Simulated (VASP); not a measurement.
These are PBEsol GGA, VASP's PBE PAW potentials (set 64) (plane waves; VASP) values and carry that method's errors.

VASP ran on this input.

**INCAR**
```
SYSTEM = Ba
PREC = Accurate
ENCUT = 400
EDIFF = 1E-6
NELM = 100
ALGO = Normal
LREAL = .FALSE.
LASPH = .TRUE.
ISMEAR = 1
SIGMA = 0.1
GGA = PS
LMAXMIX = 4
LWAVE = .FALSE.
LCHARG = .FALSE.
IBRION = 2
ISIF = 3
NSW = 60
EDIFFG = -0.01
```

File KPOINTS:
```
kpoints
0
Gamma
  9 9 9
0 0 0
```

File POSCAR:
```
Ba
1.0
 -2.5100000000   2.5100000000   2.5100000000
  2.5100000000  -2.5100000000   2.5100000000
  2.5100000000   2.5100000000  -2.5100000000
Ba
1
Direct
  0.0000000000   0.0000000000   0.0000000000
```

POTCAR, in this order: Ba_sv (PBE.64 set). Program: vasp_std.

The resulting files:

OUTCAR:
```
 ion  position               nearest neighbor table
   1  0.000  0.000  0.000-
  LATTYP: Found a body centered cubic cell.
 ALAT       =     5.0200000000
 Subroutine PRICEL returns:
 Original cell was already a primitive cell.
 Subroutine GETGRP returns: Found 48 space group operations
The static configuration has the point symmetry O_h .
The dynamic configuration has the point symmetry O_h .
 Subroutine INISYM returns: Found 48 space group operations
 Subroutine IBZKPT returns following result:
 Found     35 irreducible k-points:

 Following reciprocal coordinates:
            Coordinates               Weight
  0.000000  0.000000  0.000000      1.000000
  0.111111  0.000000  0.000000     12.000000
  0.222222  0.000000  0.000000     12.000000
  0.333333  0.000000  0.000000     12.000000
  0.444444  0.000000  0.000000     12.000000
  0.111111  0.111111  0.000000     24.000000
  0.222222  0.111111  0.000000     48.000000
  0.333333  0.111111  0.000000     48.000000
  0.444444  0.111111  0.000000     24.000000
  0.222222  0.222222  0.000000     24.000000
  0.333333  0.222222  0.000000     48.000000
  0.333333  0.333333  0.000000      8.000000
  0.111111  0.111111  0.111111      8.000000
  0.222222  0.111111  0.111111     24.000000
  0.333333  0.111111  0.111111     24.000000
 -0.111111  0.111111  0.111111      6.000000
  0.222222  0.222222  0.111111     24.000000
  0.333333  0.222222  0.111111     24.000000
 -0.222222  0.222222  0.111111     24.000000
 -0.333333  0.333333  0.111111     24.000000
 -0.222222  0.333333  0.111111     24.000000
 -0.444444  0.444444  0.111111     24.000000
 -0.333333  0.444444  0.111111     48.000000
 -0.444444 -0.444444  0.111111     24.000000
 -0.333333 -0.444444  0.111111     24.000000
...
```

### OSZICAR
```
       N       E                     dE             d eps       ncg     rms          rms(c)
DAV:   1     0.472676798563E+02    0.47268E+02   -0.37549E+03   630   0.736E+02
DAV:   2    -0.333843385895E+00   -0.47602E+02   -0.47222E+02   728   0.141E+02
DAV:   3    -0.210022420856E+01   -0.17664E+01   -0.17604E+01   805   0.298E+01
DAV:   4    -0.213839880782E+01   -0.38175E-01   -0.38143E-01   984   0.396E+00
DAV:   5    -0.213880105513E+01   -0.40225E-03   -0.40221E-03   917   0.233E-01    0.157E+00
DAV:   6    -0.213821140321E+01    0.58965E-03   -0.24284E-03   854   0.588E-01    0.934E-01
DAV:   7    -0.213796170648E+01    0.24970E-03   -0.52173E-03   724   0.847E-01    0.396E-02
DAV:   8    -0.213805958870E+01   -0.97882E-04   -0.29465E-04   984   0.109E-01    0.155E-02
DAV:   9    -0.213806290948E+01   -0.33208E-05   -0.49445E-06   898   0.223E-02    0.781E-03
DAV:  10    -0.213806337132E+01   -0.46184E-06   -0.17580E-06   602   0.109E-02
   1 F= -.21380634E+01 E0= -.21375231E+01  d E =-.213806E+01
       N       E                     dE             d eps       ncg     rms          rms(c)
DAV:   1    -0.222192963377E+01   -0.83867E-01   -0.22879E+00   632   0.123E+01    0.122E+00
DAV:   2    -0.215991638297E+01    0.62013E-01   -0.11004E-01   635   0.324E+00    0.564E-01
DAV:   3    -0.214357093396E+01    0.16345E-01   -0.10569E-01   922   0.223E+00    0.194E-01
DAV:   4    -0.214367583800E+01   -0.10490E-03   -0.36965E-04   686   0.182E-01    0.179E-01
DAV:   5    -0.214471837216E+01   -0.10425E-02   -0.71942E-04   705   0.209E-01    0.298E-02
DAV:   6    -0.214472145312E+01   -0.30810E-05   -0.68503E-05   934   0.551E-02    0.212E-02
DAV:   7    -0.214472328088E+01   -0.18278E-05   -0.25161E-06   758   0.177E-02    0.738E-03
DAV:   8    -0.214472324214E+01    0.38740E-07   -0.41186E-07   361   0.625E-03
   2 F= -.21447232E+01 E0= -.21441364E+01  d E =-.665987E-02
       N       E                     dE             d eps       ncg     rms          rms(c)
DAV:   1    -0.226359608316E+01   -0.11887E+00   -0.34365E+00   631   0.151E+01    0.151E+00
DAV:   2    -0.216980559964E+01    0.93790E-01   -0.16508E-01   633   0.395E+00    0.691E-01
DAV:   3    -0.214550015128E+01    0.24305E-01   -0.15571E-01   919   0.271E+00    0.237E-01
DAV:   4    -0.214567810062E+01   -0.17795E-03   -0.55245E-04   688   0.225E-01    0.217E-01
DAV:   5    -0.214724843358E+01   -0.15703E-02   -0.10561E-03   723   0.248E-01    0.335E-02
DAV:   6    -0.214724561247E+01    0.28211E-05   -0.84230E-05   885   0.627E-02    0.244E-02
DAV:   7    -0.214724805941E+01   -0.24469E-05   -0.35991E-06   723   0.224E-02    0.660E-03
DAV:   8    -0.214724799648E+01    0.62933E-07   -0.27307E-07   335   0.481E-03
   3 F= -.21472480E+01 E0= -.21467889E+01  d E =-.918463E-02
       N       E                     dE             d eps       ncg     rms          rms(c)
DAV:   1    -0.214790713550E+01   -0.65908E-03   -0.18778E-02   633   0.111E+00    0.111E-01
DAV:   2    -0.214740984122E+01    0.49729E-03   -0.95962E-04   635   0.308E-01    0.514E-02
DAV:   3    -0.214727255017E+01    0.13729E-03   -0.86722E-04   923   0.203E-01    0.181E-02
DAV:   4    -0.214727306100E+01   -0.51083E-06   -0.33305E-06   647   0.175E-02
   4 F= -.21472731E+01 E0= -.21468002E+01  d E =-.920969E-02
```

OUTCAR:
```
------------------------ aborting loop because EDIFF is reached ----------------------------------------
  FORCE on cell =-STRESS in cart. coord.  units (eV):
  Direction    XX          YY          ZZ          XY          YZ          ZX
  --------------------------------------------------------------------------------------
  Total       -0.0035119     -0.0035119     -0.0035119     -0.0000000      0.0000000     -0.0000000
  in kB       -0.0959487     -0.0959487     -0.0959487     -0.0000000      0.0000000     -0.0000000
  external PRESSURE =      -0.0959487 kB  Pullay stress =       0.0000000 kB
  volume of cell :       58.64
      direct lattice vectors                 reciprocal lattice vectors
    -2.447483806  2.447483806  2.447483806     0.000000000  0.204291444  0.204291444
     2.447483806 -2.447483806  2.447483806     0.204291444  0.000000000  0.204291444
     2.447483806  2.447483806 -2.447483806     0.204291444  0.204291444  0.000000000
 POSITION                                       TOTAL-FORCE (eV/Angst)
 -----------------------------------------------------------------------------------
      0.00000     -0.00000      0.00000         0.000000     -0.000000      0.000000
 -----------------------------------------------------------------------------------
    total drift:                                0.000000      0.000000      0.000000
  FREE ENERGIE OF THE ION-ELECTRON SYSTEM (eV)
  ---------------------------------------------------
  free  energy   TOTEN  =        -2.1472730610 eV

  energy  without entropy=       -2.1458543356  energy(sigma->0) =       -2.14680015

 reached required accuracy - stopping structural energy minimisation
```
(Selected blocks of OUTCAR.)

CONTCAR:
```
Ba
   1.00000000000000
    -2.4474838056324586    2.4474838056324586    2.4474838056324586
     2.4474838056324586   -2.4474838056324586    2.4474838056324586
     2.4474838056324586    2.4474838056324586   -2.4474838056324586
  Ba
     1
Direct
     0.0000000000000000    0.0000000000000000    0.0000000000000000
```

Energy and stress use the plane-wave basis of the starting cell.

The compound is Ba in the bcc structure. This run relaxes it. Symmetry was kept, so distortions that lower it aren't found.
